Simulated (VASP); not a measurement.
An input for Quantum ESPRESSO's pw.x (written as the equivalent of a VASP run, and not itself run):

```
&CONTROL
  calculation = 'scf'
  pseudo_dir = './pseudo'
  outdir = './out'
  tprnfor = .true.
  tstress = .true.
/
&SYSTEM
  ibrav = 0
  nat = 6
  ntyp = 3
  ecutwfc = 70
  occupations = 'smearing'
  smearing = 'gaussian'
  degauss = 0.000735
  input_dft = 'pbesol'
/
&ELECTRONS
  conv_thr = 7.3e-08
  electron_maxstep = 100
/
ATOMIC_SPECIES
  Sr 87.620 Sr.upf
  Ca 40.078 Ca.upf
  I 126.904 I.upf
CELL_PARAMETERS angstrom
     7.2807400    0.0000000    0.0000000
     0.0000000    4.6621100    0.0000000
    -0.0319580    0.0000000    8.1092870
ATOMIC_POSITIONS crystal
  Sr   0.0013220  0.0030840 -0.0016910
  Ca   0.0012430  0.5000920  0.4981980
  I    0.2381530 -0.0013490  0.3471840
  I    0.7610000  0.0030440  0.6527510
  I    0.2496040  0.5004610  0.8244860
  I    0.7486790  0.4946680  0.1790710
K_POINTS automatic
  2 2 2 0 0 0
```

Task: Translate this input to VASP (INCAR, KPOINTS, POSCAR, choice of POTCAR).

Result: Several could match; the one computed here: 
**KPOINTS**
```
Automatic mesh
0
Gamma
2 2 2
0 0 0
```

File POSCAR:
```
SrCaI4
7.280740
  1.0000000000   0.0000000000   0.0000000000
  0.0000000000   0.6403346363   0.0000000000
 -0.0043893890   0.0000000000   1.1137998335
Sr Ca I
1 1 4
Cart
  0.0013294225   0.0019747920  -0.0018834355
 -0.0009437848   0.3202262289   0.5548928495
  0.2366290744  -0.0008638114   0.3866934814
  0.7581348219   0.0019491786   0.7270339551
  0.2459850102   0.3204625124   0.9183123696
  0.7478929877   0.3167530539   0.1994492500
```

INCAR:
```
# general
SYSTEM  = SrCaI4
PREC    = Accurate
ENCUT   = 300
LREAL   = .FALSE.
LASPH   = .TRUE.

# electronic loop
EDIFF   = 1E-6
NELM    = 100
ALGO    = Normal
LMAXMIX = 4

# smearing
ISMEAR  = 0
SIGMA   = 0.01

# functional
GGA     = PS

# ions
ISIF    = 2

# output
LWAVE   = .FALSE.
LCHARG  = .FALSE.
```

POTCAR, in this order: Sr_sv Ca_sv I (PBE.64 set). Program: vasp_std.

The two are equivalent in intent, not identical: the potentials are each code's own (VASP's PAW set, PseudoDojo norm-conserving files in pw.x), so ENCUT and ecutwfc are chosen apart and not converted; conv_thr bounds pw.x's estimated SCF error, while EDIFF bounds the energy change between steps.

The structure comes from a computed database's SrCaI4 entry; how it stands against other phases isn't given here. The cell was not relaxed at this level, atoms are displaced from their ideal sites. The k-mesh is coarse (spacing up to 0.67 per Å, 2π included), so the numbers may not be converged in it. The run is one of a series of settings (KPOINTS 2×2×2 Γ-centred mesh against the base run), some of them coarse on purpose.
